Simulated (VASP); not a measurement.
Input of a VASP 6.6.1 run:

run.py

```python
from ase import Atoms
from ase.calculators.vasp import Vasp
from ase.dft.bandgap import bandgap

atoms = Atoms(
    ['Ba', 'Ba', 'Os'],
    cell=[[3.19308178, -3.84472569, 0.0], [3.19308178, 3.84472569, 0.0], [0.0, 0.0, 4.43410404]],
    scaled_positions=[[0.0, 0.5, 0.0], [0.5, 0.0, 0.0], [0.0, 0.0, 0.0]],
    pbc=True,
)
calc = Vasp(
    directory='calc',
    xc='rpbe',
    pp='PBE',
    setups='gw',
    prec='Accurate',
    encut=550,
    ediff=1e-06,
    ismear=2,
    sigma=0.02,
    lreal=False,
    lasph=True,
    nelm=60,
    algo='Fast',
    isif=2,
    lwave=False,
    lcharg=True,
    lmaxmix=4,
    ldautype=2,
    ldauprint=1,
    ivdw=11,
    ldau_luj={'Os': {'L': 2, 'U': 5.3, 'J': 0}},
    kpts=[6, 6, 6],
    gamma=False,
)
atoms.calc = calc

print('energy (eV):', atoms.get_potential_energy())
print('free energy (eV):', atoms.get_potential_energy(force_consistent=True))
efermi = calc.get_fermi_level()
print('Fermi level (eV):', efermi)
path = atoms.cell.bandpath(npoints=40, eps=1e-4)
print('path:', path.path)
calc.set(kpts=path.kpts, reciprocal=True, icharg=11, isym=0, lcharg=False)
calc.calculate(atoms)
print('gap on the path (eV):', bandgap(calc, efermi=efermi)[0])
print('direct gap on the path (eV):', bandgap(calc, efermi=efermi, direct=True)[0])
```

Potentials or basis: VASP PAW PBE potentials, release 64 (Ba_sv_GW, Os_sv_GW).

The run is started by

```console
$ python run.py
```

Question: Predict the band gap along the path.

Answer: None (metal or under the smearing width).

Question: What does it give for the dispersion energy per atom?

Answer: -0.365 eV.

Levels at the corners of the path, in eV from the Fermi level:
```tsv
point	band 14	band 15	band 16	band 17	band 18	band 19	band 20	band 21	band 22
Γ	-3.24	-3.23	-3.18	-2.83	-2.62	-1.03	1.51	2.88	2.94
X	-2.03	-1.79	-1.67	-0.03	0.29	0.33	0.91	1.10	1.53
S	-3.10	-2.88	-2.33	-1.65	-0.46	1.18	1.68	2.17	2.52
R	-3.23	-3.02	-1.89	-0.62	-0.24	0.56	0.96	1.91	2.45
A	-2.02	-1.95	-1.02	-0.72	-0.64	0.10	1.03	1.07	2.93
Z	-3.64	-3.16	-3.06	-3.00	-0.65	-0.49	0.55	1.48	3.45
Γ	-3.24	-3.23	-3.18	-2.83	-2.62	-1.03	1.51	2.88	2.94
Y	-1.98	-1.71	-1.55	-0.09	0.57	0.66	0.66	1.40	1.49
X1	-2.03	-1.79	-1.67	-0.03	0.29	0.33	0.90	1.18	1.49
A1	-2.02	-1.95	-1.02	-0.72	-0.64	0.10	1.03	1.07	2.99
T	-1.85	-1.73	-1.35	-0.90	-0.63	0.38	0.92	1.20	2.36
Y	-1.98	-1.71	-1.55	-0.09	0.57	0.66	0.67	1.00	1.61
Z	-3.64	-3.16	-3.06	-3.00	-0.65	-0.49	0.55	1.48	3.45
T	-1.85	-1.73	-1.35	-0.90	-0.63	0.38	0.92	1.20	2.36
```

Caveat: the log is that of the step along the path at fixed density, whose energy, stress, charges and moments have no meaning; spin-orbit coupling is left out, which moves the levels of the heavy elements; U without spin polarisation on a metal has little footing; the U is typed as a test and isn't derived for this compound.
